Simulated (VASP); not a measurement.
Calculation: PBEsol GGA, VASP's PBE PAW potentials (set 64) (plane waves; VASP).

The input files of a VASP run:

### POSCAR
```
TaSb
5.5845970
  0.0000000000   0.4999999940   0.4999999940
  0.4999999940   0.0000000000   0.4999999940
  0.4999999940   0.4999999940   0.0000000000
Ta Sb
1 1
Cart
  0.0000000000   0.0000000000   0.0000000000
  0.4999999940   0.4999999940   0.4999999940
```

**INCAR**
```
SYSTEM = TaSb
PREC = Accurate
ENCUT = 400
EDIFF = 1E-7
NELM = 100
ALGO = Normal
LREAL = .FALSE.
LASPH = .TRUE.
ISMEAR = -5
GGA = PS
LMAXMIX = 6
LWAVE = .FALSE.
LCHARG = .TRUE.
LORBIT = 11
NEDOS = 601
ISIF = 2
```

KPOINTS:
```
Regular mesh
0
G
 13 13 13
```

POTCAR, in this order: Ta_pv Sb (PBE.64 set). Program: vasp_std.

The run wrote:

OSZICAR:
```
       N       E                     dE             d eps       ncg     rms          rms(c)
DAV:   1     0.737865894349E+02    0.73787E+02   -0.70705E+03  2032   0.985E+02
DAV:   2    -0.137922408464E+02   -0.87579E+02   -0.83729E+02  2472   0.245E+02
DAV:   3    -0.166407429584E+02   -0.28485E+01   -0.27229E+01  2508   0.420E+01
DAV:   4    -0.166891970320E+02   -0.48454E-01   -0.47986E-01  2220   0.551E+00
DAV:   5    -0.166900519628E+02   -0.85493E-03   -0.85611E-03  2516   0.753E-01    0.117E+01
DAV:   6    -0.159583773556E+02    0.73167E+00   -0.21856E+00  2248   0.114E+01    0.476E+00
DAV:   7    -0.159342007174E+02    0.24177E-01   -0.10715E-01  2492   0.267E+00    0.229E+00
DAV:   8    -0.159274042443E+02    0.67965E-02   -0.11419E-02  2176   0.654E-01    0.195E-01
DAV:   9    -0.159272538107E+02    0.15043E-03   -0.56649E-04  2260   0.158E-01    0.562E-02
DAV:  10    -0.159272374440E+02    0.16367E-04   -0.41266E-05  2360   0.619E-02    0.132E-02
DAV:  11    -0.159272345443E+02    0.28996E-05   -0.95400E-07  2324   0.922E-03    0.466E-03
DAV:  12    -0.159272344150E+02    0.12935E-06   -0.15538E-07  1308   0.445E-03    0.518E-04
DAV:  13    -0.159272344391E+02   -0.24125E-07   -0.98903E-09  1104   0.103E-03
   1 F= -.15927234E+02 E0= -.15927234E+02  d E =0.000000E+00
```

File OUTCAR:
```
------------------------ aborting loop because EDIFF is reached ----------------------------------------
  FORCE on cell =-STRESS in cart. coord.  units (eV):
  Direction    XX          YY          ZZ          XY          YZ          ZX
  --------------------------------------------------------------------------------------
  Total        0.0269602      0.0269602      0.0269602      0.0000000      0.0000000     -0.0000000
  in kB        0.9920136      0.9920136      0.9920136      0.0000000      0.0000000     -0.0000000
  external PRESSURE =       0.9920136 kB  Pullay stress =       0.0000000 kB
  volume of cell :       43.54
      direct lattice vectors                 reciprocal lattice vectors
     0.000000000  2.792298466  2.792298466    -0.179063953  0.179063953  0.179063953
     2.792298466  0.000000000  2.792298466     0.179063953 -0.179063953  0.179063953
     2.792298466  2.792298466  0.000000000     0.179063953  0.179063953 -0.179063953
 POSITION                                       TOTAL-FORCE (eV/Angst)
 -----------------------------------------------------------------------------------
      0.00000      0.00000      0.00000         0.000000      0.000000     -0.000000
      2.79230      2.79230      2.79230         0.000000      0.000000      0.000000
 -----------------------------------------------------------------------------------
    total drift:                               -0.000000      0.000000      0.000000
  FREE ENERGIE OF THE ION-ELECTRON SYSTEM (eV)
  ---------------------------------------------------
  free  energy   TOTEN  =       -15.9272344391 eV

  energy  without entropy=      -15.9272344391  energy(sigma->0) =      -15.92723444

 total charge

# of ion       s       p       d       tot
------------------------------------------
    1        0.285   6.092   2.417   8.794
    2        1.095   1.436   0.079   2.609
--------------------------------------------------
tot          1.380   7.528   2.495  11.404
```
(Selected blocks of OUTCAR.)

For a metal the tetrahedron method with Blöchl corrections gives inexact stress and forces.

The structure was generated: TaSb was put into the rock salt type (Fm-3m), which need not be its known phase. It was relaxed first, which changed the volume by -41 %.
